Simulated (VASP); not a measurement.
All values below come from PBE GGA, VASP's PBE PAW potentials (set 64) (plane waves; VASP 6.6.1).

Input for VASP

### INCAR
```
ALGO = Normal
EDIFF = 1E-6
ENCUT = 520
GGA = PE
ISMEAR = 0
LASPH = .TRUE.
LCHARG = .TRUE.
LREAL = .FALSE.
LWAVE = .FALSE.
NELM = 100
PREC = Accurate
SIGMA = 0.05
SYSTEM = LiH
```

### KPOINTS
```
K-points
0
Gamma
10 10 10
```

### POSCAR
```
LiH
2.8272780
  0.0000000000   0.7071067065   0.7071067065
  0.7071067065   0.0000000000   0.7071067065
  0.7071067065   0.7071067065   0.0000000000
Li H
1 1
Direct
  0.0000000000   0.0000000000   0.0000000000
  0.5000000000   0.5000000000   0.5000000000
```

POTCAR, in this order: Li_sv H (PBE.64 set). Program: vasp_std.

Output of the run:

OSZICAR:
```
       N       E                     dE             d eps       ncg     rms          rms(c)
DAV:   1    -0.106486138791E+01   -0.10649E+01   -0.15708E+03   570   0.615E+02
DAV:   2    -0.625829887023E+01   -0.51934E+01   -0.51934E+01   804   0.703E+01
DAV:   3    -0.636942435453E+01   -0.11113E+00   -0.11113E+00   696   0.922E+00
DAV:   4    -0.636997728437E+01   -0.55293E-03   -0.55293E-03   780   0.630E-01
DAV:   5    -0.636998228391E+01   -0.49995E-05   -0.49995E-05   714   0.340E-02    0.288E+00
DAV:   6    -0.618676092816E+01    0.18322E+00   -0.15444E-01   660   0.179E+00    0.145E+00
DAV:   7    -0.612514744020E+01    0.61613E-01   -0.20522E-01   726   0.229E+00    0.223E-01
DAV:   8    -0.612702856408E+01   -0.18811E-02   -0.55099E-03   678   0.655E-01    0.436E-02
DAV:   9    -0.612697593906E+01    0.52625E-04   -0.21856E-04   816   0.881E-02    0.944E-03
DAV:  10    -0.612697160935E+01    0.43297E-05   -0.62356E-06   630   0.227E-02    0.258E-03
DAV:  11    -0.612697072172E+01    0.88763E-06   -0.38395E-07   414   0.540E-03
   1 F= -.61269707E+01 E0= -.61269707E+01  d E =-.160241E-11
```

File OUTCAR:
```
------------------------ aborting loop because EDIFF is reached ----------------------------------------
  FORCE on cell =-STRESS in cart. coord.  units (eV):
  Direction    XX          YY          ZZ          XY          YZ          ZX
  --------------------------------------------------------------------------------------
  Total       -0.0015931     -0.0015931     -0.0015931     -0.0000000      0.0000000      0.0000000
  in kB       -0.1597255     -0.1597255     -0.1597255     -0.0000000      0.0000000      0.0000000
  external PRESSURE =      -0.1597255 kB  Pullay stress =       0.0000000 kB
  volume of cell :       15.98
      direct lattice vectors                 reciprocal lattice vectors
     0.000000000  1.999187235  1.999187235    -0.250101637  0.250101637  0.250101637
     1.999187235  0.000000000  1.999187235     0.250101637 -0.250101637  0.250101637
     1.999187235  1.999187235  0.000000000     0.250101637  0.250101637 -0.250101637
  FREE ENERGIE OF THE ION-ELECTRON SYSTEM (eV)
  ---------------------------------------------------
  free  energy   TOTEN  =        -6.1269707217 eV

  energy  without entropy=       -6.1269707217  energy(sigma->0) =       -6.12697072
```
(Selected blocks of OUTCAR.)

**OUTCAR**
```
 val. band max:        0.1269975542   @ k =   0.5000   0.5000   0.0000

 cond. band min:       3.1005272765   @ k =   0.5000   0.5000   0.0000


 Fermi energy:         0.3378427264

 k-point     1 :       0.0000    0.0000    0.0000
  band No.  band energies     occupation
      1     -44.1566      2.00000
      2      -5.3353      2.00000
      3      16.3201      0.00000
      4      18.0960      0.00000
      5      18.0960      0.00000
      6      18.0960      0.00000

 k-point     2 :       0.1000    0.0000    0.0000
  band No.  band energies     occupation
      1     -44.1522      2.00000
      2      -5.1580      2.00000
      3      14.8231      0.00000
      4      17.1026      0.00000
      5      17.7044      0.00000
      6      17.7044      0.00000

 k-point     3 :       0.2000    0.0000    0.0000
  band No.  band energies     occupation
      1     -44.1402      2.00000
      2      -4.6398      2.00000
      3      11.5440      0.00000
      4      15.8298      0.00000
      5      17.0734      0.00000
      6      17.0734      0.00000

 k-point     4 :       0.3000    0.0000    0.0000
  band No.  band energies     occupation
      1     -44.1254      2.00000
      2      -3.8413      2.00000
      3       8.3808      0.00000
      4      14.7789      0.00000
      5      16.6916      0.00000
      6      16.6916      0.00000

 k-point     5 :       0.4000    0.0000    0.0000
  band No.  band energies     occupation
      1     -44.1135      2.00000
      2      -2.9634      2.00000
      3       6.0126      0.00000
      4      14.0920      0.00000
      5      16.6351      0.00000
      6      16.6351      0.00000

 k-point     6 :       0.5000    0.0000    0.0000
  band No.  band energies     occupation
      1     -44.1090      2.00000
      2      -2.5233      2.00000
      3       5.0667      0.00000
      4      13.8545      0.00000
      5      16.6982      0.00000
      6      16.6982      0.00000
...
```

The compound is LiH in the rock salt structure. It was relaxed first, which changed the volume by -6 %.
